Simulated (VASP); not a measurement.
Input of a VASP 6.6.1 run:

The input INCAR:

```
SYSTEM = TiO2
  ALGO = Fast
  EDIFF = 1E-6
  ENCUT = 450
  GGA = PE
  ISIF = 2
  ISMEAR = 0
  LASPH = .True.
  LCHARG = .False.
  LMAXMIX = 4
  LREAL = .False.
  LWAVE = .False.
  NELM = 60
  PREC = Accurate
  SIGMA = 0.02
```

Contents of KPOINTS:

```
k-points
0
Gamma
  6 6 8
  0 0 0
```

Contents of POSCAR:

```
TiO2
1.0
    4.5998373239      0.0000000000      0.0000000000
    0.0000000000      4.5998373239      0.0000000000
    0.0000000000      0.0000000000      2.9592135600
Ti O
2 4
Direct
    0.0000000000      0.0000000000      0.5000000000
    0.5000000000      0.5000000000      0.0000000000
    0.3043213200      0.3043213200      0.5000000000
    0.1956786800      0.8043213200      0.0000000000
    0.8043213200      0.1956786800      0.0000000000
    0.6956786800      0.6956786800      0.5000000000
```

KPOINTS_OPT

```
path GXMGZRAZ,XR,MA
10
line-mode
reciprocal
 0.0000000000  0.0000000000  0.0000000000  G
 0.0000000000  0.5000000000  0.0000000000  X

 0.0000000000  0.5000000000  0.0000000000  X
 0.5000000000  0.5000000000  0.0000000000  M

 0.5000000000  0.5000000000  0.0000000000  M
 0.0000000000  0.0000000000  0.0000000000  G

 0.0000000000  0.0000000000  0.0000000000  G
 0.0000000000  0.0000000000  0.5000000000  Z

 0.0000000000  0.0000000000  0.5000000000  Z
 0.0000000000  0.5000000000  0.5000000000  R

 0.0000000000  0.5000000000  0.5000000000  R
 0.5000000000  0.5000000000  0.5000000000  A

 0.5000000000  0.5000000000  0.5000000000  A
 0.0000000000  0.0000000000  0.5000000000  Z

 0.0000000000  0.5000000000  0.0000000000  X
 0.0000000000  0.5000000000  0.5000000000  R

 0.5000000000  0.5000000000  0.0000000000  M
 0.5000000000  0.5000000000  0.5000000000  A
```

Potentials or basis: VASP PAW PBE potentials, release 64 (Ti_sv_GW, O_GW).

Command:

```bash
$ cat potpaw_PBE.64/Ti_sv_GW/POTCAR potpaw_PBE.64/O_GW/POTCAR > POTCAR
$ mpirun -np 1 vasp_std > vasp.out
```

(1) Estimate the band gap on the k mesh.

(2) Estimate the band gap along the path.

Results:

(1) 1.87 eV, direct.

(2) 1.87 eV, direct.

**The experiment to reproduce.**

From “Shallow Valence Band of Rutile GeO2 and P-type Doping”, 2020, arxiv:2011.08928, for a bulk crystal of TiO2 at 1.6 K: band gap 3.03 eV (direct).

Measured gap of TiO2: 3.03 eV (direct; 1.6 K; quoted in “Shallow Valence Band of Rutile GeO2 and P-type Doping”, 2020, arxiv:2011.08928). This calculation gives 1.87 eV (-1.16 eV). 2 values of this kind are on record in papers (3.03 to 3.05 eV); this one was drawn at random among those near their median. The value is that of PBE, without temperature or zero-point motion. Semilocal functionals fall short of measured gaps as a rule. The cell is a database's relaxed one, not the measured one, which moves gaps too.
